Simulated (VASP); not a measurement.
Computed with PBE GGA, VASP's PBE PAW potentials (set 64) (plane waves; VASP 6.6.1).

A VASP calculation is set up with these files.

**KPOINTS**
```
Automatic mesh
0
Gamma
8 8 8
0 0 0
```

**INCAR**
```
# general
SYSTEM  = PtAl2
PREC    = Accurate
ENCUT   = 800
LREAL   = .FALSE.
LASPH   = .TRUE.

# electronic loop
EDIFF   = 1E-6
NELM    = 100
ALGO    = Normal
LMAXMIX = 6

# smearing
ISMEAR  = 1
SIGMA   = 0.1

# functional
GGA     = PE

# ions
ISIF    = 2

# output
LWAVE   = .FALSE.
LCHARG  = .FALSE.
```

File POSCAR:
```
PtAl2
1
    0.0000000000     3.0141000000     3.0141000000
    3.0141000000     0.0000000000     3.0141000000
    3.0141000000     3.0141000000     0.0000000000
Al Pt
2 1
Direct
  0.2500000000   0.2500000000   0.2500000000
  0.7500000000   0.7500000000   0.7500000000
  0.0000000000   0.0000000000   0.0000000000
```

POTCAR, in this order: Al Pt (PBE.64 set). Program: vasp_std.

The resulting files:

OUTCAR:
```
 ion  position               nearest neighbor table
   1  0.250  0.250  0.250-   3 2.61   3 2.61   3 2.61   3 2.61   2 3.01   2 3.01   2 3.01   2 3.01
                             2 3.01   2 3.01
   2  0.750  0.750  0.750-   3 2.61   3 2.61   3 2.61   3 2.61   1 3.01   1 3.01   1 3.01   1 3.01
                             1 3.01   1 3.01
   3  0.000  0.000  0.000-   2 2.61   2 2.61   2 2.61   1 2.61   2 2.61   1 2.61   1 2.61   1 2.61
  LATTYP: Found a face centered cubic cell.
 ALAT       =     6.0282000000
 Subroutine PRICEL returns:
 Original cell was already a primitive cell.
 Subroutine GETGRP returns: Found 48 space group operations
The static configuration has the point symmetry O_h .
The dynamic configuration has the point symmetry O_h .
 Subroutine INISYM returns: Found 48 space group operations
 Subroutine IBZKPT returns following result:
 Found     29 irreducible k-points:

 Following reciprocal coordinates:
            Coordinates               Weight
  0.000000  0.000000  0.000000      1.000000
  0.125000  0.000000  0.000000      8.000000
  0.250000  0.000000  0.000000      8.000000
  0.375000  0.000000  0.000000      8.000000
  0.500000  0.000000  0.000000      4.000000
  0.125000  0.125000  0.000000      6.000000
  0.250000  0.125000  0.000000     24.000000
  0.375000  0.125000  0.000000     24.000000
  0.500000  0.125000  0.000000     24.000000
 -0.375000  0.125000  0.000000     24.000000
 -0.250000  0.125000  0.000000     24.000000
 -0.125000  0.125000  0.000000     12.000000
  0.250000  0.250000  0.000000      6.000000
  0.375000  0.250000  0.000000     24.000000
  0.500000  0.250000  0.000000     24.000000
 -0.375000  0.250000  0.000000     24.000000
 -0.250000  0.250000  0.000000     12.000000
  0.375000  0.375000  0.000000      6.000000
  0.500000  0.375000  0.000000     24.000000
 -0.375000  0.375000  0.000000     12.000000
  0.500000  0.500000  0.000000      3.000000
  0.375000  0.250000  0.125000     24.000000
  0.500000  0.250000  0.125000     48.000000
 -0.375000  0.250000  0.125000     24.000000
  0.500000  0.375000  0.125000     24.000000
 -0.375000  0.375000  0.125000     48.000000
 -0.250000  0.375000  0.125000     24.000000
 -0.375000  0.500000  0.125000     12.000000
 -0.250000  0.500000  0.250000      6.000000
   k-points           NKPTS =     29   k-points in BZ     NKDIM =     29   number of bands    NBANDS=     12
   number of dos      NEDOS =    301   number of ions     NIONS =      3
   total plane-waves  NPLWV =  64000
   dimension x,y,z NGX =    40 NGY =   40 NGZ =   40
   dimension x,y,z NGXF=    80 NGYF=   80 NGZF=   80
   ions per type =               2   1
   PREC   = accura    normal or accurate (medium, high low for compatibility)
   ISTART =      0    job   : 0-new  1-cont  2-samecut
   ICHARG =      2    charge: 1-file 2-atom 10-const
   ISPIN  =      1    spin polarized calculation?
   LNONCOLLINEAR =      F non collinear calculations
   LSORBIT =      F    spin-orbit coupling
   INIWAV =      1    electr: 0-lowe 1-rand  2-diag
   ENCUT  =  800.0 eV  58.80 Ry    7.67 a.u.   9.83  9.83  9.83*2*pi/ulx,y,z
   NELM   =    100;   NELMIN=  2; NELMDL= -5     # of ELM steps
   EDIFF  = 0.1E-05   stopping-criterion for ELM
   LREAL  =      F    real-space projection
   NLSPLINE    = F    spline interpolate recip. space projectors
   LMAXMIX     =    6 max onsite mixed and CHGCAR
   VOSKOWN=      0    Vosko Wilk Nusair interpolation
   EDIFFG = 0.1E-04   stopping-criterion for IOM
   NSW    =      0    number of steps for IOM
   NBLOCK =      1;   KBLOCK =      1    inner block; outer block
   IBRION =     -1    ionic relax: 0-MD 1-quasi-New 2-CG
   NFREE  =      0    steps in history (QN), initial steepest desc. (CG)
   ISIF   =      2    stress and relaxation
   ISYM   =      2    0-nonsym 1-usesym 2-fastsym
...
```

**OSZICAR**
```
       N       E                     dE             d eps       ncg     rms          rms(c)
DAV:   1     0.699474850892E+02    0.69947E+02   -0.87120E+03   696   0.162E+03
DAV:   2    -0.138473913020E+02   -0.83795E+02   -0.75150E+02   788   0.217E+02
DAV:   3    -0.167029768067E+02   -0.28556E+01   -0.27958E+01   888   0.383E+01
DAV:   4    -0.167311547827E+02   -0.28178E-01   -0.28161E-01   840   0.445E+00
DAV:   5    -0.167315835367E+02   -0.42875E-03   -0.42873E-03   872   0.594E-01    0.784E+00
DAV:   6    -0.163141314367E+02    0.41745E+00   -0.24720E+00   804   0.153E+01    0.208E+00
DAV:   7    -0.162305513523E+02    0.83580E-01   -0.22804E-01   772   0.488E+00    0.158E+00
DAV:   8    -0.162015120759E+02    0.29039E-01   -0.36581E-02   812   0.188E+00    0.259E-01
DAV:   9    -0.162014735463E+02    0.38530E-04   -0.22001E-03   796   0.458E-01    0.167E-01
DAV:  10    -0.162016518708E+02   -0.17832E-03   -0.35972E-04   772   0.158E-01    0.198E-02
DAV:  11    -0.162016496768E+02    0.21939E-05   -0.23162E-05   836   0.502E-02    0.925E-03
DAV:  12    -0.162016522726E+02   -0.25958E-05   -0.64708E-06   756   0.186E-02    0.193E-03
DAV:  13    -0.162016521989E+02    0.73708E-07   -0.39712E-07   536   0.641E-03
   1 F= -.16201652E+02 E0= -.16201623E+02  d E =-.863633E-04
```

**OUTCAR**
```
------------------------ aborting loop because EDIFF is reached ----------------------------------------
  FORCE on cell =-STRESS in cart. coord.  units (eV):
  Direction    XX          YY          ZZ          XY          YZ          ZX
  --------------------------------------------------------------------------------------
  Total       -1.6972598     -1.6972598     -1.6972598      0.0000000     -0.0000000     -0.0000000
  in kB      -49.6541934    -49.6541934    -49.6541934      0.0000000     -0.0000000     -0.0000000
  external PRESSURE =     -49.6541934 kB  Pullay stress =       0.0000000 kB
  volume of cell :       54.76
      direct lattice vectors                 reciprocal lattice vectors
     0.000000000  3.014100000  3.014100000    -0.165886998  0.165886998  0.165886998
     3.014100000  0.000000000  3.014100000     0.165886998 -0.165886998  0.165886998
     3.014100000  3.014100000  0.000000000     0.165886998  0.165886998 -0.165886998
 POSITION                                       TOTAL-FORCE (eV/Angst)
 -----------------------------------------------------------------------------------
      1.50705      1.50705      1.50705        -0.000000     -0.000000     -0.000000
      4.52115      4.52115      4.52115         0.000000      0.000000      0.000000
      0.00000      0.00000      0.00000        -0.000000      0.000000     -0.000000
 -----------------------------------------------------------------------------------
    total drift:                               -0.000000      0.000000      0.000000
  FREE ENERGIE OF THE ION-ELECTRON SYSTEM (eV)
  ---------------------------------------------------
  free  energy   TOTEN  =       -16.2016521989 eV

  energy  without entropy=      -16.2015658356  energy(sigma->0) =      -16.20162341
```
(Selected blocks of OUTCAR.)

OUTCAR:
```
 val. band max:        7.0993447844   @ k =   0.3750   0.2500   0.0000

 cond. band min:       7.1869594716   @ k =   0.2500   0.2500   0.0000


 Fermi energy:         7.1526291738

 k-point     1 :       0.0000    0.0000    0.0000
  band No.  band energies     occupation
      1      -2.6012      2.00000
      2       2.4730      2.00000
      3       2.4730      2.00000
      4       2.4730      2.00000
      5       3.7639      2.00000
      6       3.7639      2.00000
      7       9.7249      0.00000
      8      10.9927      0.00000
      9      10.9927      0.00000
     10      10.9927      0.00000
     11      12.2996      0.00000
     12      12.2996      0.00000

 k-point     2 :       0.1250    0.0000    0.0000
  band No.  band energies     occupation
      1      -2.3966      2.00000
      2       2.3430      2.00000
      3       2.5391      2.00000
      4       2.5391      2.00000
      5       3.7431      2.00000
      6       3.7431      2.00000
      7       8.7657     -0.00000
      8      10.1268      0.00000
      9      10.3922      0.00000
     10      10.3922      0.00000
     11      12.8691      0.00000
     12      12.8698      0.00000

 k-point     3 :       0.2500    0.0000    0.0000
  band No.  band energies     occupation
      1      -1.8062      2.00000
      2       2.0337      2.00000
      3       2.6796      2.00000
      4       2.6796      2.00000
      5       3.7459      2.00000
      6       3.7459      2.00000
      7       6.3597      2.00000
      8       9.4209      0.00000
      9       9.4209      0.00000
     10      10.6050      0.00000
     11      12.3715      0.00000
     12      12.4697      0.00000

 k-point     4 :       0.3750    0.0000    0.0000
  band No.  band energies     occupation
      1      -0.9446      2.00000
      2       1.6485      2.00000
      3       2.7682      2.00000
      4       2.7682      2.00000
      5       3.8640      2.00000
      6       3.8640      2.00000
...
```

Unless said otherwise, spin-orbit coupling is left out, though it shifts the bands of the heavy elements here.

The compound is PtAl2 in the fluorite structure. The cell was not relaxed at this level. The run is one of a series of settings (ENCUT = 800 against the base run), some of them coarse on purpose.
